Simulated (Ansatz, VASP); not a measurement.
**Rb2CdSe2O6: VASP beside Ansatz**

One calculation is typed for both programs; each brings its own data sets and cutoff. How far apart do they land?

Method: plane waves, with VASP 6.6.1 beside it; single point at PBE, in Ansatz 0.2.0.

## Step 1: The starting structure

The structure is trigonal, space group R-3m (No. 166). Conventional cell: a = 5.750 Å, b = 5.750 Å, c = 19.669 Å, α = 90.00°, β = 90.00°, γ = 120.00°. Nearest to Cd lie 6 O at 2.33 Å. Rb has 9 O at 2.97 to 3.12 Å nearest. Se has 3 O at 1.69 Å nearest. Nearest to O lie 1 Se at 1.69 Å and 1 Cd at 2.33 Å and 3 Rb at 2.97 to 3.12 Å. Farther neighbours and most contacts between anions are not listed.

As a file:

```cif
data_structure
_symmetry_space_group_name_H-M 'P 1'
_symmetry_Int_Tables_number 1
_cell_length_a 7.3488
_cell_length_b 7.3488
_cell_length_c 7.3488
_cell_angle_alpha 46.063
_cell_angle_beta 46.063
_cell_angle_gamma 46.063
_cell_volume 187.74
loop_
_atom_site_label
_atom_site_type_symbol
_atom_site_fract_x
_atom_site_fract_y
_atom_site_fract_z
_atom_site_occupancy
Cd1 Cd 0.00000 0.00000 0.00000 1
Rb2 Rb 0.19623 0.19623 0.19623 1
Rb3 Rb 0.80377 0.80377 0.80377 1
Se4 Se 0.37308 0.37308 0.37308 1
Se5 Se 0.62692 0.62692 0.62692 1
O6 O 0.25559 0.25559 0.71679 1
O7 O 0.71679 0.25559 0.25559 1
O8 O 0.25559 0.71679 0.25559 1
O9 O 0.28321 0.74441 0.74441 1
O10 O 0.74441 0.74441 0.28321 1
O11 O 0.74441 0.28321 0.74441 1
```

## Step 2: VASP: single point, PBE

A single point gives forces, pressure and levels at one fixed geometry, so differences don't come from the geometry; what else differs is listed under the comparison.

Lines of VASP's logs that name or quote its potential files are left out, and so is its time.

Input file INCAR:

```
SYSTEM = Rb2CdSe2O6
PREC = Accurate
ENCUT = 520
EDIFF = 1E-06
NELM = 100
ISMEAR = -1
SIGMA = 0.05
LREAL = .FALSE.
ALGO = Normal
GGA = PE
NBANDS = 50
LORBIT = 11
LWAVE = .FALSE.
LCHARG = .FALSE.
KPAR = 4
ISIF = 2
```

Input file POSCAR:

```
Rb2CdSe2O6
1.0
    2.8751500000      1.6599686265      6.5561666667
   -2.8751500000      1.6599686265      6.5561666667
    0.0000000000     -3.3199372529      6.5561666667
Cd Rb Se O
1 2 2 6
Direct
    0.0000000000      0.0000000000      0.0000000000
    0.1962333333      0.1962333333      0.1962333333
    0.8037666667      0.8037666667      0.8037666667
    0.3730833333      0.3730833333      0.3730833333
    0.6269166667      0.6269166667      0.6269166667
    0.2555900000      0.2555900000      0.7167900000
    0.7167900000      0.2555900000      0.2555900000
    0.2555900000      0.7167900000      0.2555900000
    0.2832100000      0.7444100000      0.7444100000
    0.7444100000      0.7444100000      0.2832100000
    0.7444100000      0.2832100000      0.7444100000
```

Input file KPOINTS:

```
Automatic mesh
0
Gamma
6 6 6
0 0 0
```

PAW data sets: Cd, Rb_sv, Se and O (PBE family, release 64).

Command:

```bash
mpirun -np 4 vasp_std
```

Numbers of over 12 decimals in the logs are rounded to 6 here.

Output:

```text
[banner, memory and clock lines left out]
running    4 mpi-ranks, on    1 nodes
 distrk:  each k-point on    1 cores,    4 groups
 distr:  one band on    1 cores,    1 groups

 POSCAR found type information on POSCAR CdRbSeO
 POSCAR found :  4 types and      11 ions
 LDA part: xc-table for (Slater+PW92), standard interpolation
 POSCAR, INCAR and KPOINTS ok, starting setup
 FFT: planning ... GRIDC
 FFT: planning ... GRID_SOFT
 FFT: planning ... GRID
 WAVECAR not read
 entering main loop
       N       E                     dE             d eps       ncg     rms          rms(c)
DAV:   1     0.562815384739E+03    0.56282E+03   -0.40246E+04  3224   0.146E+03
DAV:   2    -0.187960597288E+02   -0.58161E+03   -0.56110E+03  3898   0.336E+02
DAV:   3    -0.630228147217E+02   -0.44227E+02   -0.43863E+02  4032   0.964E+01
DAV:   4    -0.645366617218E+02   -0.15138E+01   -0.15103E+01  4824   0.137E+01
DAV:   5    -0.645678492789E+02   -0.31188E-01   -0.31180E-01  4240   0.181E+00    0.278E+01
DAV:   6    -0.530150229070E+02    0.11553E+02   -0.48056E+01  4008   0.467E+01    0.138E+01
DAV:   7    -0.532355098655E+02   -0.22049E+00   -0.55586E+00  3736   0.113E+01    0.750E+00
DAV:   8    -0.531493675692E+02    0.86142E-01   -0.89848E-01  3796   0.467E+00    0.223E+00
DAV:   9    -0.531077946830E+02    0.41573E-01   -0.14779E-01  3904   0.211E+00    0.512E-01
DAV:  10    -0.531108372248E+02   -0.30425E-02   -0.27280E-02  3912   0.848E-01    0.162E-01
DAV:  11    -0.531112061497E+02   -0.36892E-03   -0.94718E-04  4600   0.172E-01    0.790E-02
DAV:  12    -0.531114700055E+02   -0.26386E-03   -0.46968E-04  3688   0.115E-01    0.254E-02
DAV:  13    -0.531114722776E+02   -0.22721E-05   -0.60833E-05  4048   0.399E-02    0.981E-03
DAV:  14    -0.531114781337E+02   -0.58562E-05   -0.96425E-06  3912   0.140E-02    0.394E-03
DAV:  15    -0.531114790820E+02   -0.94825E-06   -0.10670E-06  2816   0.543E-03
   1 F= -.53111479E+02 E0= -.53111479E+02  d E =-.204497E-10
```

From OUTCAR (step 2):

```text
ion  position               nearest neighbor table
   1  0.000  0.000  0.000-   7 2.33   8 2.33   9 2.33  11 2.33  10 2.33   6 2.33   2 3.86   3 3.86
                             3 4.28   2 4.28   3 4.28   3 4.28   2 4.28   2 4.28
   2  0.196  0.196  0.196-   6 2.97   7 2.97   8 2.97  10 3.12  10 3.12  11 3.12   9 3.12  11 3.12
                             9 3.12   4 3.48   3 3.52   3 3.52   3 3.52   5 3.83   5 3.83   5 3.83
   3  0.804  0.804  0.804-  10 2.97   9 2.97  11 2.97   6 3.12   6 3.12   7 3.12   8 3.12   7 3.12
                             8 3.12   5 3.48   2 3.52   2 3.52   2 3.52   4 3.83   4 3.83   4 3.83
   4  0.373  0.373  0.373-   6 1.69   7 1.69   8 1.69   2 3.48   3 3.83   3 3.83   3 3.83
   5  0.627  0.627  0.627-  10 1.69   9 1.69  11 1.69   3 3.48   2 3.83   2 3.83   2 3.83
   6  0.256  0.256  0.717-   4 1.69   1 2.33   2 2.97   3 3.12   3 3.12
   7  0.717  0.256  0.256-   4 1.69   1 2.33   2 2.97   3 3.12   3 3.12
   8  0.256  0.717  0.256-   4 1.69   1 2.33   2 2.97   3 3.12   3 3.12
   9  0.283  0.744  0.744-   5 1.69   1 2.33   3 2.97   2 3.12   2 3.12
  10  0.744  0.744  0.283-   5 1.69   1 2.33   3 2.97   2 3.12   2 3.12
  11  0.744  0.283  0.744-   5 1.69   1 2.33   3 2.97   2 3.12   2 3.12

  LATTYP: Found a trigonal (rhomboedric) cell.
 ALAT       =     7.3488301603
 COS(alpha) =     0.6938638689

 Subroutine GETGRP returns: Found 12 space group operations
 (whereof 12 operations were pure point group operations)

The static configuration has the point symmetry D_3d.

 Found     32 irreducible k-points:

   k-points           NKPTS =     32   k-points in BZ     NKDIM =     32   number of bands    NBANDS=     50

   dimension x,y,z NGX =    56 NGY =   56 NGZ =   56
   dimension x,y,z NGXF=   112 NGYF=  112 NGZF=  112

   ENCUT  =  520.0 eV  38.22 Ry    6.18 a.u.  13.66 13.66 13.66*2*pi/ulx,y,z

   NELECT =      78.0000    total number of electrons

 k-points in reciprocal lattice and weights: Automatic mesh
   0.00000000  0.00000000  0.00000000       0.005
   0.16666667 -0.00000000 -0.00000000       0.028
   0.33333333 -0.00000000 -0.00000000       0.028
   0.50000000 -0.00000000 -0.00000000       0.014
   0.16666667  0.16666667 -0.00000000       0.028
   0.33333333  0.16666667 -0.00000000       0.056
   0.50000000  0.16666667 -0.00000000       0.056
  -0.33333333  0.16666667  0.00000000       0.056
  -0.16666667  0.16666667  0.00000000       0.028
[...]
-0.33333333  0.50000000  0.33333333       0.028
   0.50000000  0.50000000  0.50000000       0.005

 average (electrostatic) potential at core
       1 -38.4656       2 -36.1915       3 -36.1915       4 -58.6097       5 -58.6097
       6 -73.2238       7 -73.2238       8 -73.2238       9 -73.2238      10 -73.2238
      11 -73.2238

 E-fermi :   1.8773

 k-point     1 :       0.0000    0.0000    0.0000
  band No.  band energies     occupation
    ...
     35       0.2299      2.00000
     36       0.3087      2.00000
     37       0.3110      2.00000
     38       0.3110      2.00000
     39       0.3935      2.00000
     40       4.4811      0.00000
     41       5.5455      0.00000
     42       5.5455      0.00000
     43       6.1991      0.00000
     44       6.5670      0.00000
    ...

 k-point     2 :       0.1667   -0.0000   -0.0000
  band No.  band energies     occupation
    ...
     35       0.0794      2.00000
     36       0.1691      2.00000
     37       0.2621      2.00000
     38       0.3402      2.00000
     39       0.4425      2.00000
     40       4.7846      0.00000
     41       5.5041      0.00000
     42       5.5103      0.00000
     43       6.4878      0.00000
     44       6.8005      0.00000
    ...

 k-point     3 :       0.3333   -0.0000   -0.0000
  band No.  band energies     occupation
    ...
     35       0.0532      2.00000
     36       0.0982      2.00000
     37       0.2698      2.00000
     38       0.3498      2.00000
     39       0.5617      2.00000
     40       5.1546      0.00000
     41       5.5183      0.00000
     42       5.9617      0.00000
     43       6.8656      0.00000
     44       7.1788      0.00000
    ...

  Total        8.0072684      8.0072684      5.2049991      0.0000000      0.0000000      0.0000000
  in kB       68.3334495     68.3334495     44.4190860      0.0000000      0.0000000      0.0000000
  external PRESSURE =      60.3619950 kB  Pullay stress =       0.0000000 kB

  energy-cutoff  :      520.00
  volume of cell :      187.74
      direct lattice vectors                 reciprocal lattice vectors
     2.875150000  1.659968626  6.556166667     0.173903970  0.100403504  0.050842718
    -2.875150000  1.659968626  6.556166667    -0.173903970  0.100403504  0.050842718
     0.000000000 -3.319937253  6.556166667     0.000000000 -0.200807008  0.050842718

 POSITION                                       TOTAL-FORCE (eV/Angst)
 -----------------------------------------------------------------------------------
      0.00000      0.00000      0.00000        -0.000000     -0.000000      0.000000
      0.00000      0.00000      3.85962        -0.000000      0.000000      0.058034
      0.00000      0.00000     15.80888        -0.000000     -0.000000     -0.058034
      0.00000      0.00000      7.33799        -0.000000     -0.000000     -1.633878
      0.00000      0.00000     12.33051        -0.000000      0.000000      1.633878
      0.00000     -1.53116      8.05078        -0.000000     -1.035195      0.664956
      1.32602      0.76558      8.05078         0.896505      0.517598      0.664956
     -1.32602      0.76558      8.05078        -0.896505      0.517598      0.664956
     -1.32602     -0.76558     11.61772        -0.896505     -0.517598     -0.664956
      0.00000      1.53116     11.61772        -0.000000      1.035195     -0.664956
      1.32602     -0.76558     11.61772         0.896505     -0.517598     -0.664956
 -----------------------------------------------------------------------------------
    total drift:                               -0.000000     -0.000000      0.000000

  FREE ENERGIE OF THE ION-ELECTRON SYSTEM (eV)
  ---------------------------------------------------
  free  energy   TOTEN  =       -53.1114790820 eV

  energy  without entropy=      -53.1114790820  energy(sigma->0) =      -53.11147908

 total charge
# of ion       s       p       d       tot
------------------------------------------
    1        0.294   0.237   9.663  10.194
    2        1.939   5.358   0.025   7.322
    3        1.939   5.358   0.025   7.322
    4        1.463   2.116   0.437   4.015
    5        1.463   2.116   0.437   4.015
    6        1.582   3.451   0.000   5.034
    7        1.582   3.451   0.000   5.034
    8        1.582   3.451   0.000   5.034
    9        1.582   3.451   0.000   5.034
   10        1.582   3.451   0.000   5.034
   11        1.582   3.451   0.000   5.034
--------------------------------------------------
tot         16.591  35.893  10.585  63.069

[... 3 further parts left out ...]
```

At this level the cell is under a pressure of 6.0 GPa, so at these settings it is away from equilibrium.

## Step 3: Ansatz: single point, PBE

Ansatz runs on its default PAW (the set named soft_2) files.

The same cell, functional, mesh and smearing now go to Ansatz, which takes its cutoff from its data sets.

Input file input.yaml:

```yaml
crystal:
  lattice:
    - [2.87515, 1.6599686265, 6.5561666667]
    - [-2.87515, 1.6599686265, 6.5561666667]
    - [0.0, -3.3199372529, 6.5561666667]
  atoms:
    - { symbol: Cd, position: [0.0, 0.0, 0.0] }
    - { symbol: Rb, position: [0.1962333333, 0.1962333333, 0.1962333333] }
    - { symbol: Rb, position: [0.8037666667, 0.8037666667, 0.8037666667] }
    - { symbol: Se, position: [0.3730833333, 0.3730833333, 0.3730833333] }
    - { symbol: Se, position: [0.6269166667, 0.6269166667, 0.6269166667] }
    - { symbol: O, position: [0.25559, 0.25559, 0.71679] }
    - { symbol: O, position: [0.71679, 0.25559, 0.25559] }
    - { symbol: O, position: [0.25559, 0.71679, 0.25559] }
    - { symbol: O, position: [0.28321, 0.74441, 0.74441] }
    - { symbol: O, position: [0.74441, 0.74441, 0.28321] }
    - { symbol: O, position: [0.74441, 0.28321, 0.74441] }
hamiltonian:
  xc: pbe
  pseudopotentials: { kind: paw }
kpoints:
  mp_grid: { grid: [6, 6, 6] }
scf:
  occupations: { method: fermi_dirac, width: 0.05 }
  n_extra_bands: 6
output:
  forces: true
  stress: true
  eigenvalues: true
  write_density: true
  write_potential: true
  elf: true
  volumetric_format: npy
```

Command:

```bash
ansatz run input.yaml --threads 4 --pin off --max-ram 9216MiB --backend cpu --events-out ev --progress --plain --runs-dir out
```

Output:

```text
scf.n_extra_bands = 6 over 53 filled bands (N_el = 106.0): the run solves 59 bands
Engine: ansatz 0.2.0, aarch64-unknown-linux-gnu
Pseudopotentials: kind: paw
Pseudopotential: Cd, paw, valence charge 20, recommended cutoff 420 eV (normal), Cd.paw.azcp
Pseudopotential: Rb, paw, valence charge 9, recommended cutoff 420 eV (normal), Rb.paw.azcp
Pseudopotential: Se, paw, valence charge 16, recommended cutoff 420 eV (normal), Se.paw.azcp
Pseudopotential: O, paw, valence charge 6, recommended cutoff 420 eV (normal), O.paw.azcp
Functional definition: PBE
  parameter kappa = 0.804
  parameter beta = 0.066725
  exchange = pbe_x(kappa = kappa, mu = beta*pi^2/3)
  correlation = pbe_c(beta = beta)
Crystal: 11 atoms, lattice volume = 187.742 Å³
Basis set: ecut = 420 eV, 3717 PW (Γ), exchange–correlation on 100×100×100 points (8 copies of the dense FFT grid, shifted against one another)
Bands: 59, of which v1, the nominal top of the filled ones, is band 53 counted from 1 (52 counted from 0)
Symmetry: 12 space group operations
Space group: R-3m (ITA 166), of the structure as read, at distance tolerance 5.7e-5 Å
k-points: 32 of 216
Non-local potential: Cd, projectors of the file, l = 0: 3, l = 1: 2, l = 2: 2, l = 3: 1
Non-local potential: Rb, projectors of the file, l = 0: 3, l = 1: 2, l = 2: 2
Non-local potential: Se, projectors of the file, l = 0: 2, l = 1: 2, l = 2: 3, l = 3: 1
Non-local potential: O, projectors of the file, l = 0: 2, l = 1: 2, l = 2: 1
PAW form: soft (Blöchl's): semilocal exchange-correlation on the pseudo side does not see the compensation charge
PAW one-centre angular grid: Cd, 590 points (default); XC on 64 Gauss nodes
PAW one-centre angular grid: Rb, 110 points (default); XC on 64 Gauss nodes
PAW one-centre angular grid: Se, 590 points (default); XC on 64 Gauss nodes
PAW one-centre angular grid: O, 110 points (default); XC on 64 Gauss nodes
Initial density: superposition of atomic densities (neutral atoms: chi_scale 0, normalization atom), corrected by the library's trained network
Initial wavefunctions: pseudopotential atomic-orbital guess
Functional: x = pbe(κ = 0.804, μ = 0.219515), c = pbe(β = 0.066725)
SCF iter   1: F=—  HF=-29130.882926 eV  |F-HF|=—  |Δ(HF+E_count)|=         —  Δρ=1.26e-3  dr2=7.91e-4  ethr=1.77e-3  ⟨swp⟩=7.0  Hψ=8136  notcnv=0
preconditioner: auto → Resta (q_TF=auto, 2.480 Å⁻¹)  ε∞=4.1  [insulator: Δε(μ)=3.857 eV  Ē_g=13.518 eV  σ=0.050 eV  W_gap=1.00  n_scr=46 (ndim 8)  ℏωp=23.9 eV  f_vac=0.059  D(μ)=0.00/eV (n_scr^D=0)  ε∞_Penn≈4.1]
SCF iter   2: F=—  HF=-29130.886618 eV  |F-HF|=—  |Δ(HF+E_count)|=   3.69e-3  Δρ=6.77e-4  dr2=2.31e-4  ethr=7.46e-7  ⟨swp⟩=2.9  Hψ=4263  notcnv=0
SCF iter   3: F=—  HF=-29130.887686 eV  |F-HF|=—  |Δ(HF+E_count)|=   1.07e-3  Δρ=1.02e-4  dr2=1.26e-5  ethr=2.18e-7  ⟨swp⟩=2.0  Hψ=3404  notcnv=0
SCF iter   4: F=—  HF=-29130.887761 eV  |F-HF|=—  |Δ(HF+E_count)|=   7.55e-5  Δρ=4.34e-5  dr2=2.80e-6  ethr=1.19e-8  ⟨swp⟩=2.0  Hψ=3402  notcnv=0
SCF iter   5: F=—  HF=-29130.887763 eV  |F-HF|=—  |Δ(HF+E_count)|=   2.08e-6  Δρ=3.02e-5  dr2=1.57e-6  ethr=2.65e-9  ⟨swp⟩=2.0  Hψ=3404  notcnv=0
SCF iter   6: F=-29130.887763 eV  HF=-29130.887763 eV  |F-HF|=2.77e-8  |Δ(HF+E_count)|=   2.44e-7  Δρ=6.39e-6  dr2=7.49e-8  ethr=9.43e-11  ⟨swp⟩=11.1  Hψ=15405  notcnv=0
SCF 1 converged in 6 iterations: F = -29130.887763 eV  dr2 = 7.49e-8
  greatest PAW one-centre occupation: 1.000 electrons in one spin orbital (limit 2), on the Cd atom at site 0 (counted from 0), in its partial waves of l = 1
SCF converged after 6 iterations
Free energy (F): -29130.887763 eV
Harris-Foulkes:  -29130.887763 eV  (|F-HF|=2.77e-8)
Internal energy: -29130.887763 eV  (E = F + TS)
E sigma→0 (E₀):  -29130.887763 eV
Fermi energy:    7.851508 eV
--- Per-component energies (eV) ---
  E_band       = -1521.597045
  E_kinetic    = 2180.998884
  E_local      = -13855.294826  (includes V_loc(G=0)·N_el)
  E_nonlocal   = -504.253160
  E_hartree    = 6163.212348
  E_xc         = -1089.168083
  E_vxc        = -1257.121463  (∫ρ·V_xc dr)
  E_paw        = -14103.013300  (= ΣΔE_a)
  E_vpaw       = -412.357306  (= ΣTr[D̂ρ^β])
  E_aug_tail   = 0.013782  (compensation charges beyond the density's cutoff)
  E_ewald      = -7923.383409
  E_smearing   = -0.000000  (= −TS)
  E_closure    = 0.000000  (closes the sum)
  Σ components = -29130.887763   (vs F -29130.887763, Δ=0.00e0)
--- Forces (eV/Å), atoms counted from 1 ---
  atom   1  Cd     0.00000000     0.00000000     0.00000000
  atom   2  Rb    -0.00000000     0.00000000     0.06102528
  atom   3  Rb     0.00000000    -0.00000000    -0.06102528
  atom   4  Se     0.00000000    -0.00000000    -1.32068047
  atom   5  Se     0.00000000     0.00000000     1.32068047
  atom   6  O      0.00000000    -0.85702857     0.53683185
  atom   7  O      0.74220851     0.42851428     0.53683185
  atom   8  O     -0.74220851     0.42851428     0.53683185
  atom   9  O     -0.74220851    -0.42851428    -0.53683185
  atom  10  O     -0.00000000     0.85702857    -0.53683185
  atom  11  O      0.74220851    -0.42851428    -0.53683185
  max |Σ_I F_I| component: 3.33e-16 eV/Å
--- Stress (GPa, compression-positive) ---
        5.872688       0.000000       0.000000
        0.000000       5.872688      -0.000000
        0.000000      -0.000000       3.902328
  P = ⅓ Tr σ = 5.2159 GPa (52.159 kbar)
--- Band table (eV; the first three rows and the last of 32) ---
  k-point 0: bands = [... 49 lower, 5.4814, 5.4956, 5.4956, 5.5666, 9.6862, 10.7477, 10.7477, 11.4185, ... 2 higher]
  k-point 1: bands = [... 49 lower, 5.3414, 5.4381, 5.5210, 5.6202, 9.9841, 10.7056, 10.7110, 11.7051, ... 2 higher]
  k-point 2: bands = [... 49 lower, 5.2699, 5.4472, 5.5328, 5.7397, 10.3472, 10.7172, 11.1612, 12.0804, ... 2 higher]
  k-point 31: bands = [... 49 lower, 5.4161, 5.4288, 5.5383, 5.6883, 9.9692, 10.6972, 10.8253, 10.8253, ... 2 higher]
```

Elapsed: 8.4 s, on 4 threads of Arm Neoverse V1, shared host; peak memory 0.79 GiB.

The run ends at a pressure of 5.22 GPa, with forces up to 1.3 eV/Å.

## Step 4: Differences

Known differences besides the potentials themselves: the data sets hold 106 valence electrons in Ansatz (default PAW (the set named soft_2) files) and 78 in VASP; the cutoff is 420 eV in Ansatz and 520 eV in VASP; VASP leaves aspherical gradient terms in its spheres out (LASPH is not set), Ansatz keeps them. Total energies have different zeros and are not compared.

The two programs side by side:

```csv
quantity,Ansatz,VASP,difference
pressure (GPa),5.22,6.04,-0.82
pressure without Ansatz's Pulay correction (GPa),4.82,6.04,-1.22
gap on the k mesh (eV),3.860,3.832,+0.028
```

Forces on 7 of the 11 atoms, those with the largest forces and the largest differences (eV/Å; atoms numbered as in POSCAR):

```csv
atom,"Ansatz x, y, z","VASP x, y, z"
Se4,"0.000, 0.000, -1.321","0.000, 0.000, -1.634"
Se5,"0.000, 0.000, 1.321","0.000, 0.000, 1.634"
O6,"0.000, -0.857, 0.537","0.000, -1.035, 0.665"
O7,"0.742, 0.429, 0.537","0.897, 0.518, 0.665"
O8,"-0.742, 0.429, 0.537","-0.897, 0.518, 0.665"
O9,"-0.742, -0.429, -0.537","-0.897, -0.518, -0.665"
O11,"0.742, -0.429, -0.537","0.897, -0.518, -0.665"
```

The forces differ by 121 meV/Å r.m.s., which is 18.3 % of the r.m.s. force of 0.66 eV/Å (both taken over all components). A gap on the mesh is an upper bound, since the band edges may lie between its points. Ansatz's pressure holds a Pulay correction of 0.40 GPa; VASP's holds none.

## Step 5: Other set-ups

Further runs change the set-up of one program: Ansatz's method, potentials or start, or VASP's data sets, cutoff or form of LDA. The table gives Ansatz less VASP for each quantity, since a change that brings one quantity closer may part another.

```csv
run,r.m.s. force difference (meV/Å),pressure (GPa),gap on the k mesh (eV)
as above,121,-0.82,0.028
Ansatz's larger PAW set (cutoff 900 eV),129,-0.84,0.037
norm-conserving potentials (cutoff 1240 eV),152,-0.94,0.056
```

## Step 6: Summary of results

| Property | Result |
| --- | --- |
| r.m.s. force difference (single point, PBE) | 18 % of the r.m.s. force |
| difference in pressure (single point, PBE) | -0.82 GPa |

In words: The r.m.s. force difference is 18 % of the r.m.s. force (single point, PBE), beyond the 3 % picked in this series as the mark of a large difference. Single point, PBE, Ansatz's larger PAW set (cutoff 900 eV): the difference in gap on the k mesh goes from 0.028 to 0.037 eV. Single point, PBE, norm-conserving potentials (cutoff 1240 eV): r.m.s. force difference goes from 121 to 152 meV/Å; the difference in gap on the k mesh goes from 0.028 to 0.056 eV. Such differences can come from data sets, numerical settings and the points named under the comparisons, not from the functional's error against experiment.

[Lines on the potential files, build, host, timing and source positions are cut from VASP's logs without a mark.]

[Logs are printed without paths, hosts, clocks, repeated set-up lines and the standing remarks that a program may print on its own settings, such as how far it seeks lower states.]

[Hosts, paths, dates, database ids (printed as entryN), source tags and the programs' standing remarks are cut or masked in the printed files.]
